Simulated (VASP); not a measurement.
A convergence study with VASP on BP (zinc blende): one setting is varied, all else stays as given below, so the limit is that of these other settings.

```xyz
2
Lattice="0.0000 2.2700 2.2700 2.2700 0.0000 2.2700 2.2700 2.2700 0.0000" Properties=species:S:1:pos:R:3 pbc="T T T"
B      0.0000     0.0000     0.0000
P      1.1350     1.1350     1.1350
```

Calculation: LDA (Ceperley-Alder, Perdew-Zunger), VASP's LDA PAW potentials (set 64) (plane waves; VASP). The tightest run used: 700 eV cut-off, 20×20×20 Γ-centred mesh, Gaussian smearing of 0.010 eV, potentials B P.

```
setting        mean ε∞  highest Γ mode (cm⁻¹)  irreducible k-points
-------------  -------  ---------------------  --------------------
4×4×4 mesh       13.78                  808.5                     8
6×6×6 mesh       10.42                  794.9                    16
10×10×10 mesh     9.29                  792.6                    47
```

Task: These are the cheaper rows. Estimate the results at 20×20×20 mesh, and how far the last row shown lies from them.

Result: 
| quantity | tightest run | last row shown is off by |
|---|---|---|
| mean ε∞ | 9.21 | 0.09 |
| highest Γ mode (cm⁻¹) | 792.5 | 0.1 |

Left out are rungs that failed or repeat a setting and relaxations that didn't move; long series are thinned to 24 rows.

The compound is BP in the zinc blende structure. The cell was not relaxed at this level.
